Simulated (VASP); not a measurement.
Consider the following.

```xyz
2
Lattice="1.7526 -2.9678 0.0000 1.7526 2.9678 0.0000 0.0000 0.0000 5.6444" Properties=species:S:1:pos:R:3 pbc="T T T"
Lu     1.7526     0.9893     1.4111
Lu     1.8194    -0.9893     4.2333
```

The numbers are results of PBE GGA, VASP's PBE PAW potentials (set 64) (plane waves; VASP), not measurements. Settings: PREC = Single, 400 eV cut-off, 11×11×6 Γ-centred mesh, first-order Methfessel-Paxton smearing of 0.10 eV, potentials Lu_3.

Question: Which forces act on the atoms, in eV/Å?

Answer: 
| atom | Fx | Fy | Fz |
|---|---|---|---|
| Lu1 | 0.099 | 0.019 | 0.000 |
| Lu2 | -0.099 | -0.019 | 0.000 |

Question: Give the stress tensor in GPa (positive for a compressed cell).

Answer: 
```
 0.40  -0.20   0.00
-0.20   2.02   0.00
 0.00   0.00  -1.93
```
The pressure is its mean diagonal, 0.17 GPa.

The compound is Lu in the hcp structure. The cell was not relaxed at this level, atoms are displaced from their ideal sites. The run is one of a series of settings (PREC = Single against the base run), some of them coarse on purpose.
